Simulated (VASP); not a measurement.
# CuRh2S4 (Cuprorhodsite) with PBEsol: from relaxation to properties, part 3 of 6

How well does PBEsol reproduce what experiment finds for CuRh2S4 (Cuprorhodsite)? The cell is relaxed first, and properties follow on it. The start is a cell from a database of measured crystal structures.

VASP 6.6.1; PBEsol, no spin polarisation; plane waves and PAW (Cu, Rh_pv, S).

Still holding for the runs below: This run has no spin polarisation, although Cu and Rh can carry a moment.

So far. Step 3 (Second relaxation): It ends with forces under 0.001 eV/Å and a pressure of 0.04 GPa. The volume moved by under 0.01 %: the run met its threshold at the first step. Step 4 (Single point with fields (PBEsol)): In this run the pressure is 0.04 GPa, small enough to go on.

## Step 5: Band structure (PBEsol)

The mesh alone shows little of the dispersion and can miss band extrema, so KPOINTS_OPT adds a path through the symmetry points after the self-consistent cycle.

INCAR

```
SYSTEM = CuRh2S4
PREC = Accurate
ENCUT = 400
EDIFF = 1E-06
NELM = 100
ISMEAR = 0
SIGMA = 0.05
LREAL = .FALSE.
ALGO = Normal
GGA = PS
NBANDS = 98
LASPH = .TRUE.
LORBIT = 11
LWAVE = .FALSE.
LCHARG = .FALSE.
KPAR = 8
```

POSCAR

```
CuRh2S4
1.0
    0.0000000000      4.8555710460      4.8555710460
    4.8555710460      0.0000000000      4.8555710460
    4.8555710460      4.8555710460      0.0000000000
Cu Rh S
2 4 8
Direct
    0.0000000000      0.0000000000      0.0000000000
    0.2500000000      0.2500000000      0.2500000000
    0.6250000000      0.6250000000      0.6250000000
    0.1250000000      0.6250000000      0.6250000000
    0.6250000000      0.6250000000      0.1250000000
    0.6250000000      0.1250000000      0.6250000000
    0.3839428768      0.3839428768      0.3839428768
    0.4018286304      0.8660571232      0.8660571232
    0.3839428768      0.3839428768      0.8481713696
    0.8660571232      0.4018286304      0.8660571232
    0.8481713696      0.3839428768      0.3839428768
    0.8660571232      0.8660571232      0.8660571232
    0.3839428768      0.8481713696      0.3839428768
    0.8660571232      0.8660571232      0.4018286304
```

KPOINTS

```
Automatic mesh
0
Gamma
4 4 4
0 0 0
```

KPOINTS_OPT

```
Line mode
12
Line-mode
Reciprocal
  0.00000000   0.00000000   0.00000000 GAMMA
  0.50000000   0.00000000   0.50000000 X

  0.50000000   0.00000000   0.50000000 X
  0.50000000   0.25000000   0.75000000 W

  0.50000000   0.25000000   0.75000000 W
  0.37500000   0.37500000   0.75000000 K

  0.37500000   0.37500000   0.75000000 K
  0.00000000   0.00000000   0.00000000 GAMMA

  0.00000000   0.00000000   0.00000000 GAMMA
  0.50000000   0.50000000   0.50000000 L

  0.50000000   0.50000000   0.50000000 L
  0.62500000   0.25000000   0.62500000 U

  0.62500000   0.25000000   0.62500000 U
  0.50000000   0.25000000   0.75000000 W

  0.50000000   0.25000000   0.75000000 W
  0.50000000   0.50000000   0.50000000 L

  0.50000000   0.50000000   0.50000000 L
  0.37500000   0.37500000   0.75000000 K

  0.62500000   0.25000000   0.62500000 U
  0.50000000   0.00000000   0.50000000 X
```

PAW data sets: Cu, Rh_pv and S (PBE family, release 64).

Launch:

```console
$ mpirun -np 8 vasp_std
```

What it wrote:

```text
[... set-up lines as in an earlier step ...]
 entering main loop
       N       E                     dE             d eps       ncg     rms          rms(c)
DAV:   1     0.139946723422E+04    0.13995E+04   -0.53379E+04  1712   0.121E+03
DAV:   2     0.793859767758E+02   -0.13201E+04   -0.12160E+04  1664   0.384E+02
DAV:   3    -0.792633354504E+02   -0.15865E+03   -0.14416E+03  1726   0.132E+02
DAV:   4    -0.905204121118E+02   -0.11257E+02   -0.10945E+02  2152   0.384E+01
DAV:   5    -0.911356878948E+02   -0.61528E+00   -0.61454E+00  2272   0.857E+00    0.431E+01
DAV:   6    -0.102519258973E+03   -0.11384E+02   -0.10512E+02  2152   0.175E+02    0.283E+01
DAV:   7    -0.843447289171E+02    0.18175E+02   -0.53894E+01  2152   0.885E+01    0.166E+01
DAV:   8    -0.835329383559E+02    0.81179E+00   -0.12466E+01  2392   0.525E+01    0.895E+00
DAV:   9    -0.837984046043E+02   -0.26547E+00   -0.29107E+00  2256   0.728E+00    0.602E+00
DAV:  10    -0.835104286181E+02    0.28798E+00   -0.12828E+00  2112   0.265E+01    0.241E+00
DAV:  11    -0.834373962377E+02    0.73032E-01   -0.29080E-01  2224   0.121E+01    0.100E+00
DAV:  12    -0.834376471697E+02   -0.25093E-03   -0.29247E-02  1820   0.536E-01    0.527E-01
DAV:  13    -0.834344034231E+02    0.32437E-02   -0.46799E-03  2248   0.123E+00    0.236E-01
DAV:  14    -0.834341342915E+02    0.26913E-03   -0.98244E-04  2424   0.256E-01    0.152E-01
DAV:  15    -0.834339527035E+02    0.18159E-03   -0.21947E-04  1984   0.311E-01    0.620E-02
DAV:  16    -0.834339289946E+02    0.23709E-04   -0.11343E-04  2304   0.104E-01    0.216E-02
DAV:  17    -0.834339302959E+02   -0.13012E-05   -0.15263E-05  2286   0.196E-02    0.188E-02
DAV:  18    -0.834339297763E+02    0.51962E-06   -0.11557E-06  1048   0.211E-02
   1 F= -.83433930E+02 E0= -.83425603E+02  d E =-.166545E-01
 Start KPOINTS_OPT (optional k-point list driver)
k-point batch [1-8\120]
       N       E                     dE             ncg
DAV:   1     0.583930329152E+04   -0.40743E+03     1704
DAV:   2    -0.438513141942E+04   -0.10224E+05     1648
DAV:   3    -0.563857309530E+04   -0.12534E+04     1740
DAV:   4    -0.571981507288E+04   -0.81242E+02     1968
DAV:   5    -0.572381598032E+04   -0.40009E+01     2128
DAV:   6    -0.572396836393E+04   -0.15238E+00     2160
DAV:   7    -0.572397084458E+04   -0.24806E-02     2152
DAV:   8    -0.572397093527E+04   -0.90694E-04     2144
DAV:   9    -0.572397093673E+04   -0.14615E-05     1408
DAV:  10    -0.572397093693E+04   -0.19653E-06     1104
[...]
k-point batch [113-120\120]
       N       E                     dE             ncg
DAV:   1     0.581798811053E+04   -0.13920E+05     1712
DAV:   2    -0.438967444816E+04   -0.10208E+05     1648
DAV:   3    -0.562421542141E+04   -0.12345E+04     1672
DAV:   4    -0.570932413916E+04   -0.85109E+02     2128
DAV:   5    -0.571292859660E+04   -0.36045E+01     2248
DAV:   6    -0.571304730377E+04   -0.11871E+00     2216
DAV:   7    -0.571304951683E+04   -0.22131E-02     2288
DAV:   8    -0.571304958339E+04   -0.66565E-04     2136
DAV:   9    -0.571304958447E+04   -0.10752E-05     1448
DAV:  10    -0.571304958465E+04   -0.17974E-06     1288
```

Wall time 3.3 min (8 MPI ranks of Intel Xeon 6975P-C (Granite Rapids), shared host); peak memory 3.7 GiB.

Parts of OUTCAR (step 5):

```text
   k-points           NKPTS =      8   k-points in BZ     NKDIM =      8   number of bands    NBANDS=     98

   NELECT =     130.0000    total number of electrons

 E-fermi :   7.0426

 k-point     1 :       0.0000    0.0000    0.0000
  band No.  band energies     occupation
    ...
     62       5.9086      2.00000
     63       5.9086      2.00000
     64       6.9267      1.99896
     65       6.9267      1.99896
     66       6.9267      1.99896
     67       9.6740      0.00000
     68       9.6740      0.00000
     69       9.6740      0.00000
     70       9.8740      0.00000
     71       9.8740      0.00000
    ...

  Total       -0.0078427     -0.0078427     -0.0078427      0.0000000      0.0000000      0.0000000
  in kB       -0.0548815     -0.0548815     -0.0548815      0.0000000      0.0000000      0.0000000
  external PRESSURE =      -0.0548815 kB  Pullay stress =       0.0000000 kB

 POSITION                                       TOTAL-FORCE (eV/Angst)
 -----------------------------------------------------------------------------------
      0.00000      0.00000      0.00000         0.000000      0.000000     -0.000000
      2.42779      2.42779      2.42779         0.000000      0.000000     -0.000000
      6.06946      6.06946      6.06946         0.000000      0.000000     -0.000000
      6.06946      3.64168      3.64168         0.000000      0.000000     -0.000000
      3.64168      3.64168      6.06946         0.000000      0.000000     -0.000000
      3.64168      6.06946      3.64168         0.000000      0.000000     -0.000000
      3.72852      3.72852      3.72852         0.000284      0.000284      0.000284
      8.41040      6.15631      6.15631        -0.000284      0.000284      0.000284
      5.98262      5.98262      3.72852        -0.000284     -0.000284      0.000284
      6.15631      8.41040      6.15631         0.000284     -0.000284      0.000284
      3.72852      5.98262      5.98262         0.000284     -0.000284     -0.000284
      8.41040      8.41040      8.41040        -0.000284     -0.000284     -0.000284
      5.98262      3.72852      5.98262        -0.000284      0.000284     -0.000284
      6.15631      6.15631      8.41040         0.000284      0.000284     -0.000284
 -----------------------------------------------------------------------------------
    total drift:                                0.000000      0.000000     -0.000000

  FREE ENERGIE OF THE ION-ELECTRON SYSTEM (eV)
  ---------------------------------------------------
  free  energy   TOTEN  =       -83.4339297763 eV

  energy  without entropy=      -83.4172752898  energy(sigma->0) =      -83.42560253

[... 9 parts as in an earlier step ...]

[... 7 further parts left out ...]
```

Spin-orbit coupling is off here; it would split degenerate levels.

This step gave:

```
SCF cycles   : 18
bands        : 98
Fermi energy : 7.043 eV
pressure     : -0.005488 GPa
```

The electronic bands at the labelled points (eV, zero at the Fermi level; # counts the bands kept, so #1 is VASP's band 21):

| point | #42 | #43 | #44 | #45 | #46 | #47 | #48 | #49 |
| --- | --- | --- | --- | --- | --- | --- | --- | --- |
| Γ | -1.13 | -1.13 | -0.12 | -0.12 | -0.12 | 2.63 | 2.63 | 2.63 |
| 0.55 of the way | -0.85 | -0.85 | -0.70 | 0.07 | 0.07 | 1.62 | 1.66 | 1.66 |
| X | -0.43 | -0.25 | -0.25 | 0.05 | 0.05 | 0.93 | 0.93 | 0.97 |
| 0.55 of the way | -0.57 | -0.27 | -0.27 | 0.05 | 0.05 | 0.98 | 0.98 | 1.29 |
| W | -0.70 | -0.27 | -0.27 | 0.04 | 0.04 | 1.10 | 1.10 | 1.49 |
| 0.45 of the way | -0.66 | -0.30 | -0.28 | -0.05 | 0.11 | 1.05 | 1.13 | 1.42 |
| K | -0.49 | -0.38 | -0.31 | -0.13 | 0.14 | 1.01 | 1.16 | 1.35 |
| 0.55 of the way | -0.99 | -0.93 | -0.41 | -0.20 | 0.06 | 1.94 | 2.01 | 2.19 |
| Γ | -1.13 | -1.13 | -0.12 | -0.12 | -0.12 | 2.63 | 2.63 | 2.63 |
| 0.45 of the way | -1.11 | -1.03 | -0.30 | -0.09 | -0.09 | 2.18 | 2.18 | 2.29 |
| L | -0.53 | -0.53 | -0.43 | -0.39 | -0.39 | 1.66 | 1.83 | 1.83 |
| 0.45 of the way | -0.62 | -0.60 | -0.55 | -0.25 | -0.02 | 1.49 | 1.62 | 1.65 |
| U | -0.49 | -0.38 | -0.31 | -0.13 | 0.14 | 1.01 | 1.16 | 1.35 |
| 0.55 of the way | -0.66 | -0.30 | -0.28 | -0.05 | 0.11 | 1.05 | 1.13 | 1.42 |
| W | -0.70 | -0.27 | -0.27 | 0.04 | 0.04 | 1.10 | 1.10 | 1.49 |
| 0.55 of the way | -0.59 | -0.54 | -0.54 | -0.23 | 0.02 | 1.45 | 1.54 | 1.61 |
| L | -0.53 | -0.53 | -0.43 | -0.39 | -0.39 | 1.66 | 1.83 | 1.83 |
| 0.55 of the way | -0.60 | -0.59 | -0.52 | -0.22 | 0.03 | 1.40 | 1.53 | 1.60 |
| K | -0.49 | -0.38 | -0.31 | -0.13 | 0.14 | 1.01 | 1.16 | 1.35 |
| jump to U | -0.49 | -0.38 | -0.31 | -0.13 | 0.14 | 1.01 | 1.16 | 1.35 |
| 0.45 of the way | -0.39 | -0.34 | -0.25 | -0.01 | 0.09 | 0.90 | 1.00 | 1.10 |
| X | -0.43 | -0.25 | -0.25 | 0.05 | 0.05 | 0.93 | 0.93 | 0.97 |

Of the projections kept (Cu, Rh, S), the largest for each band there; the rest of the weight can lie on other orbitals:

| point | #42 | #43 | #44 | #45 | #46 | #47 | #48 | #49 |
| --- | --- | --- | --- | --- | --- | --- | --- | --- |
| Γ | Rh 0.94 | Rh 0.94 | S 0.65 | S 0.65 | S 0.64 | Rh 0.50 | Rh 0.50 | Rh 0.50 |
| X | Rh 0.48 | Rh 0.61 | Rh 0.61 | Rh 0.60 | Rh 0.60 | Rh 0.55 | Rh 0.55 | Rh 0.62 |
| W | Rh 0.61 | Rh 0.54 | Rh 0.54 | Rh 0.55 | Rh 0.55 | Rh 0.60 | Rh 0.60 | Rh 0.53 |
| K | Rh 0.67 | Rh 0.42 | Rh 0.62 | Rh 0.59 | Rh 0.52 | Rh 0.62 | Rh 0.59 | Rh 0.57 |
| Γ | Rh 0.94 | Rh 0.94 | S 0.64 | S 0.65 | S 0.64 | Rh 0.50 | Rh 0.50 | Rh 0.50 |
| L | Rh 0.41 | Rh 0.41 | Rh 0.55 | S 0.48 | S 0.48 | Rh 0.69 | Rh 0.54 | Rh 0.54 |

There is no gap at this level.

## Step 6: Density of states (PBEsol)

Here the states are counted by energy and projected on the atoms. The mesh is finer than in the run before.

Changes to INCAR since step 5:

```diff
@@ -5,3 +5,3 @@
 NELM = 100
-ISMEAR = 0
+ISMEAR = -5
 SIGMA = 0.05
@@ -16 +16,2 @@
 KPAR = 8
+NEDOS = 2001
```

POSCAR is that of step 5.

KPOINTS

```
Automatic mesh
0
Gamma
5 5 5
0 0 0
```

Launch:

```console
$ mpirun -np 8 vasp_std
```

What it wrote:

```text
[... set-up lines as in an earlier step ...]
 entering main loop
       N       E                     dE             d eps       ncg     rms          rms(c)
DAV:   1     0.137630878156E+04    0.13763E+04   -0.53457E+04  2128   0.121E+03
DAV:   2     0.750625642842E+02   -0.13012E+04   -0.12032E+04  2088   0.382E+02
DAV:   3    -0.793093701332E+02   -0.15437E+03   -0.13982E+03  2168   0.130E+02
DAV:   4    -0.904952858521E+02   -0.11186E+02   -0.10851E+02  2664   0.384E+01
DAV:   5    -0.911026597571E+02   -0.60737E+00   -0.60651E+00  2784   0.854E+00    0.431E+01
DAV:   6    -0.102409247938E+03   -0.11307E+02   -0.10112E+02  2664   0.176E+02    0.282E+01
DAV:   7    -0.843523311029E+02    0.18057E+02   -0.53556E+01  2688   0.881E+01    0.166E+01
DAV:   8    -0.835343326270E+02    0.81800E+00   -0.12082E+01  2992   0.511E+01    0.889E+00
DAV:   9    -0.838864649531E+02   -0.35213E+00   -0.28972E+00  2928   0.966E+00    0.638E+00
DAV:  10    -0.835179697636E+02    0.36850E+00   -0.14914E+00  2648   0.284E+01    0.237E+00
DAV:  11    -0.834505145400E+02    0.67455E-01   -0.28488E-01  2896   0.115E+01    0.957E-01
DAV:  12    -0.834555803368E+02   -0.50658E-02   -0.23892E-02  2880   0.132E+00    0.696E-01
DAV:  13    -0.834487050565E+02    0.68753E-02   -0.13599E-02  2776   0.256E+00    0.155E-01
DAV:  14    -0.834488641680E+02   -0.15911E-03   -0.17057E-03  2480   0.148E-01    0.122E-01
DAV:  15    -0.834488641588E+02    0.92095E-08   -0.99616E-05  2680   0.450E-02    0.714E-02
DAV:  16    -0.834488361756E+02    0.27983E-04   -0.10256E-04  2824   0.137E-01    0.188E-02
DAV:  17    -0.834488363314E+02   -0.15579E-06   -0.18196E-05  2944   0.679E-02    0.109E-02
DAV:  18    -0.834488363874E+02   -0.55945E-07   -0.86427E-07  1232   0.638E-03
   1 F= -.83448836E+02 E0= -.83448836E+02  d E =0.000000E+00
 -----------------------------------------------------------------------------
|                                                                             |
|           W    W    AA    RRRRR   N    N  II  N    N   GGGG   !!!           |
|           W    W   A  A   R    R  NN   N  II  NN   N  G    G  !!!           |
|           W    W  A    A  R    R  N N  N  II  N N  N  G       !!!           |
|           W WW W  AAAAAA  RRRRR   N  N N  II  N  N N  G  GGG   !            |
|           WW  WW  A    A  R   R   N   NN  II  N   NN  G    G                |
|           W    W  A    A  R    R  N    N  II  N    N   GGGG   !!!           |
|                                                                             |
|     Tetrahedron method does not include variations of the Fermi             |
|     occupations, so forces and stress will be inaccurate. We suggest        |
|     using a different smearing scheme ISMEAR = 1 or 2 for metals in         |
|     relaxations.                                                            |
|                                                                             |
 -----------------------------------------------------------------------------
```

The job ended after 41 s (8 MPI ranks; peak memory 3.1 GiB; 5.3 min of CPU time).

Parts of OUTCAR (step 6):

```text
   k-points           NKPTS =     10   k-points in BZ     NKDIM =     10   number of bands    NBANDS=     98

   NELECT =     130.0000    total number of electrons

 E-fermi :   7.0096

 k-point     1 :       0.0000    0.0000    0.0000
  band No.  band energies     occupation
    ...
     62       5.9213      2.00000
     63       5.9213      2.00000
     64       6.9204      2.00000
     65       6.9204      2.11347
     66       6.9204      2.11347
     67       9.6789      0.00000
     68       9.6789      0.00000
     69       9.6789      0.00000
     70       9.8768      0.00000
     71       9.8768      0.00000
    ...

  Total       -0.0552973     -0.0552973     -0.0552973     -0.0000000      0.0000000     -0.0000000
  in kB       -0.3869576     -0.3869576     -0.3869576     -0.0000000      0.0000000     -0.0000000
  external PRESSURE =      -0.3869576 kB  Pullay stress =       0.0000000 kB

 POSITION                                       TOTAL-FORCE (eV/Angst)
 -----------------------------------------------------------------------------------
      0.00000      0.00000      0.00000         0.000000      0.000000      0.000000
      2.42779      2.42779      2.42779         0.000000      0.000000      0.000000
      6.06946      6.06946      6.06946         0.000000      0.000000      0.000000
      6.06946      3.64168      3.64168         0.000000      0.000000      0.000000
      3.64168      3.64168      6.06946         0.000000      0.000000      0.000000
      3.64168      6.06946      3.64168         0.000000      0.000000      0.000000
      3.72852      3.72852      3.72852         0.007336      0.007336      0.007336
      8.41040      6.15631      6.15631        -0.007336      0.007336      0.007336
      5.98262      5.98262      3.72852        -0.007336     -0.007336      0.007336
      6.15631      8.41040      6.15631         0.007336     -0.007336      0.007336
      3.72852      5.98262      5.98262         0.007336     -0.007336     -0.007336
      8.41040      8.41040      8.41040        -0.007336     -0.007336     -0.007336
      5.98262      3.72852      5.98262        -0.007336      0.007336     -0.007336
      6.15631      6.15631      8.41040         0.007336      0.007336     -0.007336
 -----------------------------------------------------------------------------------
    total drift:                                0.000000      0.000000     -0.000000

  FREE ENERGIE OF THE ION-ELECTRON SYSTEM (eV)
  ---------------------------------------------------
  free  energy   TOTEN  =       -83.4488363874 eV

  energy  without entropy=      -83.4488363874  energy(sigma->0) =      -83.44883639

[... 7 parts as in an earlier step ...]

[... 9 further parts left out ...]
```

With tetrahedra the forces and stress of a metal are not exact derivatives of the energy.

This step gave:

```yaml
irreducible_k_points: 10
free_energy_toten: -83.4488 eV
fermi_energy: 7.010 eV
pressure: -0.03870 GPa
dos_at_the_fermi_level: 9.335 states/eV/cell
```

The density of states has structure finer than the step of the table below, so its rows give means over 0.5 eV, whole bins alone (the curve runs from -12.0 to 2.39 eV). Peaks (eV: height): total -4.99: 30.1, -2.53: 47.2, -2.14: 25.0, -1.35: 25.6; Rh d -4.99: 13.8, -2.53: 13.0, -1.55: 11.1, -1.35: 17.2; Cu d -2.53: 27.7, -2.14: 10.1; S p -5.98: 4.46, -5.48: 6.31, -5.09: 8.16, -4.01: 5.09; Rh p -5.39: 0.497, -4.50: 0.418, -4.01: 0.516, -2.14: 0.440.

States under -12.0 eV and over 2.4 eV are left out. Table of density of states by energy, zero at the Fermi level; means over each step; 7 of 9 lines; values in states/eV/cell:

| energy (eV) | total | Rh d | Cu d | S p | Rh p | S s | Cu p |
| --- | --- | --- | --- | --- | --- | --- | --- |
| -8.0 | 0 | 0 | 0 | 0 | 0 | 0 | 0 |
| -7.5 | 0.266 | 0.0444 | 0.00186 | 0.0743 | 6.5e-4 | 0.00324 | 0.00142 |
| -7.0 | 1.50 | 0.269 | 0.0219 | 0.425 | 0.0111 | 0.0217 | 0.0167 |
| -6.5 | 6.47 | 1.17 | 0.0827 | 1.91 | 0.0636 | 0.0538 | 0.0603 |
| -6.0 | 11.8 | 2.21 | 0.435 | 3.55 | 0.133 | 0.141 | 0.112 |
| -5.5 | 15.2 | 4.52 | 0.654 | 4.37 | 0.295 | 0.0800 | 0.102 |
| -5.0 | 16.9 | 6.78 | 0.891 | 4.66 | 0.0980 | 0.0784 | 0.123 |
| -4.5 | 11.4 | 2.18 | 1.72 | 3.37 | 0.287 | 0.0561 | 0.0817 |
| -4.0 | 13.9 | 2.52 | 2.60 | 3.91 | 0.389 | 0.0631 | 0.126 |
| -3.5 | 5.52 | 1.36 | 1.23 | 1.26 | 0.0861 | 0.0468 | 0.0346 |
| -3.0 | 10.7 | 2.25 | 4.41 | 1.64 | 0.119 | 0.0460 | 0.0357 |
| -2.5 | 23.4 | 6.14 | 13.0 | 1.19 | 0.121 | 0.0849 | 0.0414 |
| -2.0 | 18.7 | 4.88 | 6.76 | 2.97 | 0.315 | 0.225 | 0.164 |
| -1.5 | 16.9 | 9.68 | 1.72 | 1.95 | 0.193 | 0.0961 | 0.198 |
| -1.0 | 12.6 | 6.85 | 1.24 | 1.78 | 0.181 | 0.0800 | 0.222 |
| -0.5 | 10.7 | 4.46 | 1.29 | 2.35 | 0.253 | 0.0952 | 0.216 |
| 0.0 | 8.10 | 2.32 | 1.01 | 2.85 | 0.234 | 0.0180 | 0.0820 |
| 0.5 | 0 | 0 | 0 | 0 | 0 | 0 | 0 |
| 1.0 | 1.65 | 0.706 | 0.0984 | 0.275 | 0.00849 | 0.0698 | 0.0185 |
| 1.5 | 7.96 | 3.41 | 0.328 | 1.57 | 0.0449 | 0.372 | 0.0754 |
| 2.0 | 11.6 | 4.84 | 0.315 | 2.97 | 0.0445 | 0.373 | 0.103 |

The finer mesh and the other smearing move the Fermi level by -0.03 eV from the 4×4×4 run, a small shift, which tests the Fermi level alone. Of the states within 0.3 eV of the Fermi level, the largest shares in the PAW spheres are S p 35 %, Rh d 29 % and Cu d 12 %. The rest lies in smaller channels or between the spheres.

[end of part 3 of 6]

[Lines on the potential files, build, host, timing and source positions are cut from VASP's logs without a mark.]

[Logs are printed without paths, hosts, clocks, repeated set-up lines and the standing remarks that a program may print on its own settings, such as how far it seeks lower states.]

[Hosts, paths, dates, database ids (printed as entryN), source tags and the programs' standing remarks are cut or masked in the printed files.]

[A measured line is paired with the nearest computed mode of its activity, which favours agreement.]

[In band tables of VASP the shares of atoms and orbitals are scaled to a sum of 1 inside the atoms' spheres.]
